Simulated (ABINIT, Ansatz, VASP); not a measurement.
# Code comparison for NaMgF₃ (Pm-3m, 5 atoms in the cell)

Self-consistent single point, at a second geometry (lattice scaled by 0.98). First geometry:

```yaml
crystal:
  lattice:
    - [4.01998, 0.00000, 0.00000]
    - [0.00000, 4.01998, 0.00000]
    - [0.00000, 0.00000, 4.01998]
  atoms:
    - { symbol: Na, position: [0.00000, 0.00000, 0.00000] }
    - { symbol: Mg, position: [0.50000, 0.50000, 0.50000] }
    - { symbol: F, position: [0.50000, 0.50000, 0.00000] }
    - { symbol: F, position: [0.00000, 0.50000, 0.50000] }
    - { symbol: F, position: [0.50000, 0.00000, 0.50000] }
```

Shared settings, as Ansatz (a quantum-chemistry and plane-wave program) writes them: kpoints.mp_grid.grid = 8 8 8; scf.occupations.method = fixed. Potentials and cutoffs stand in the table.

```
code                                                                             model  ΔF from the first geometry (meV/atom)  pressure (GPa)  gap on the mesh (eV)   cutoff
------  ------------------------------------------------------------------------------  -------------------------------------  --------------  --------------------  -------
ABINIT  PBEsol, norm-conserving pseudopotentials (PseudoDojo nc-sr-04 PBEsol standard)                                  -17.6           -1.86                 5.904    88 Ry
Ansatz                                         PBEsol, default PAW files made with PBE                                  -17.1           -2.33                 5.881  30.9 Ry
VASP                                        PBEsol, VASP's PBE PAW potentials (set 64)                                  -17.7          -11.05                 5.889   400 eV
```

For Ansatz (by 0.6 GPa) and VASP (by 8.9 GPa) the energy change implies a higher mean pressure, against the two pressures, than for the other programs: a sign of finite-basis (Pulay) stress.

Gaps are read on the mesh.

The spread over the programs that give each value: ΔF from the first geometry within 0.6 meV/atom; pressure within 9.19 GPa; gap on the mesh within 0.023 eV.

Ansatz's pressure is given at a fixed set of plane waves, as the other plane-wave codes print theirs; with its correction for the finite basis it is -1.74 GPa (the shift of 0.59 GPa shows how far the cutoff is from converged). In the pressure, VASP (by 8.72) lies more than 1 GPa from the median of the plane-wave programs.

VASP's run is marked for a possible Pulay error in its stress at this cutoff; no cutoff test was made.

VASP ran the fixed occupations as a Gaussian smearing of 0.01 eV.

The starting cell comes from a database of computed structures (which also holds hypothetical and non-ambient phases and stackings), without a prior relaxation at this level. Its lattice was rescaled by a random factor within 2.5 % of one. For this run, on top of that: lattice scaled by 0.98.

Left out of this page: Quantum ESPRESSO, GPAW, CP2K, FLEUR and SIESTA (not drawn, or without a comparable value); Elk (unsound by tests on forces, stress, charge or solver warnings).

Keys are those of Ansatz 0.2.
